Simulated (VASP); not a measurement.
Output of a VASP run:

OSZICAR:
```
       N       E                     dE             d eps       ncg     rms          rms(c)
DAV:   1     0.459896487019E+03    0.45990E+03   -0.24289E+04   960   0.179E+03
DAV:   2    -0.198326248676E+02   -0.47973E+03   -0.47596E+03  1216   0.489E+02
DAV:   3    -0.489158562685E+02   -0.29083E+02   -0.28148E+02  1008   0.129E+02
DAV:   4    -0.497660607244E+02   -0.85020E+00   -0.84994E+00  1632   0.201E+01
DAV:   5    -0.497748931048E+02   -0.88324E-02   -0.88339E-02  1168   0.171E+00    0.390E+01
DAV:   6    -0.409729035391E+02    0.88020E+01   -0.96624E+01  1304   0.747E+01    0.187E+01
DAV:   7    -0.399747135979E+02    0.99819E+00   -0.32322E+01  1144   0.508E+01    0.175E+01
DAV:   8    -0.392835066712E+02    0.69121E+00   -0.33191E+00  1120   0.166E+01    0.439E+00
DAV:   9    -0.393073959915E+02   -0.23889E-01   -0.40147E-01  1272   0.454E+00    0.193E+00
DAV:  10    -0.392912154915E+02    0.16180E-01   -0.29101E-01  1064   0.507E+00    0.832E-01
DAV:  11    -0.392851884821E+02    0.60270E-02   -0.54928E-02  1088   0.204E+00    0.301E-01
DAV:  12    -0.392847197102E+02    0.46877E-03   -0.35826E-03  1208   0.556E-01    0.800E-02
DAV:  13    -0.392847062458E+02    0.13464E-04   -0.28761E-04  1128   0.119E-01    0.175E-02
DAV:  14    -0.392847087150E+02   -0.24692E-05   -0.62383E-05  1144   0.531E-02    0.185E-02
DAV:  15    -0.392847074464E+02    0.12686E-05   -0.31218E-05  1136   0.487E-02    0.136E-02
DAV:  16    -0.392847066947E+02    0.75172E-06   -0.38599E-06   832   0.192E-02
   1 F= -.40336793E+02 E0= -.40335794E+02  d E =-.403368E+02
```

File OUTCAR:
```
------------------------ aborting loop because EDIFF is reached ----------------------------------------
  Edisp (eV):   -1.05209
  FORCE on cell =-STRESS in cart. coord.  units (eV):
  Direction    XX          YY          ZZ          XY          YZ          ZX
  --------------------------------------------------------------------------------------
  Total       0.07255     0.07255     0.07255    -0.00000     0.00000     0.00000
  in kB       2.05296     2.05296     2.05296    -0.00000     0.00000     0.00000
  external pressure =        2.05 kB  Pullay stress =        0.00 kB
  volume of cell :       56.62
      direct lattice vectors                 reciprocal lattice vectors
     3.840000000  0.000000000  0.000000000     0.260416667  0.000000000  0.000000000
     0.000000000  3.840000000  0.000000000     0.000000000  0.260416667  0.000000000
     0.000000000  0.000000000  3.840000000     0.000000000  0.000000000  0.260416667
 POSITION                                       TOTAL-FORCE (eV/Angst)
 -----------------------------------------------------------------------------------
      0.00000      0.00000      0.00000         0.000000      0.000000      0.000000
      1.92000      1.92000      1.92000         0.000000      0.000000      0.000000
      1.92000      0.00000      1.92000         0.000000      0.000000      0.000000
      0.00000      1.92000      1.92000         0.000000      0.000000      0.000000
      1.92000      1.92000      0.00000         0.000000      0.000000      0.000000
 -----------------------------------------------------------------------------------
    total drift:                                0.000000      0.000000     -0.000000
  FREE ENERGIE OF THE ION-ELECTRON SYSTEM (eV)
  ---------------------------------------------------
  free  energy   TOTEN  =       -40.3367930698 eV

  energy  without entropy=      -40.3337955155  energy(sigma->0) =      -40.33579389

 reached required accuracy - stopping structural energy minimisation
```
(Selected blocks of OUTCAR.)

File POSCAR:
```
SrVO3
1
    3.8400000000     0.0000000000     0.0000000000
    0.0000000000     3.8400000000     0.0000000000
    0.0000000000     0.0000000000     3.8400000000
Sr V O
1 1 3
Direct
  0.0000000000   0.0000000000   0.0000000000
  0.5000000000   0.5000000000   0.5000000000
  0.5000000000   0.0000000000   0.5000000000
  0.0000000000   0.5000000000   0.5000000000
  0.5000000000   0.5000000000   0.0000000000
```

Problem. Reconstruct the remaining input files.

Solution. Several could match; the one computed here: the input of the run itself, PBE GGA with D4 dispersion, plane waves, VASP's PBE PAW potentials (set 64).

INCAR:
```
ALGO=Normal
EDIFF=1E-6
EDIFFG=-0.02
ENCUT=520
GGA=PE
IBRION=2
ISIF=3
ISMEAR=1
IVDW=13
LASPH=.TRUE.
LCHARG=.FALSE.
LMAXMIX=4
LREAL=.FALSE.
LWAVE=.FALSE.
NELM=100
NSW=60
PREC=Accurate
SIGMA=0.1
SYSTEM=SrVO3
```

### KPOINTS
```
Automatic mesh
0
Gamma
7 7 7
0 0 0
```

POTCAR, in this order: Sr_sv V_sv O (PBE.64 set). Program: vasp_std.

The compound is SrVO3 in the cubic perovskite structure. The cell was not relaxed at this level. The start is the result of an earlier pass. The run is not spin-polarised, so no magnetic state was tried. The electron count is odd and the run is not spin-polarised, which forces a metal.
